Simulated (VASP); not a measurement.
Input:

```xyz
5
Lattice="5.6529 0.0000 0.0000 0.0000 5.6529 0.0000 0.0000 0.0000 5.6529" Properties=species:S:1:pos:R:3 pbc="T T T"
Cs     0.0000     0.0000     0.0000
Pb     2.8265     2.8265     2.8265
Cl     2.8265     0.0000     2.8265
Cl     0.0000     2.8265     2.8265
Cl     2.8265     2.8265     0.0000
```

Method: optB88-vdW, VASP's PBE PAW potentials (set 64) (plane waves; VASP 6.6.1). Numerical set-up: 520 eV cut-off, 5×5×5 Γ-centred mesh, tetrahedra with Blöchl corrections, potentials Cs_sv Pb_d Cl.

The cores are frozen, which limits the accuracy of field gradients.

Q: Give the principal components of the electric field gradient (V/Å²) and the asymmetry η at each nucleus.

A: 
```
atom    Vxx    Vyy   Vzz     η
----  -----  -----  ----  ----
Cs1     0.0    0.0   0.0     -
Pb2     0.0    0.0   0.0     -
Cl3   -40.2  -40.2  80.4  0.00
Cl4   -40.2  -40.2  80.4  0.00
Cl5   -40.2  -40.2  80.4  0.00
```

The compound is CsPbCl3 in the cubic perovskite structure, the ideal cubic form; the compound distorts at low or room temperature. It was relaxed first.
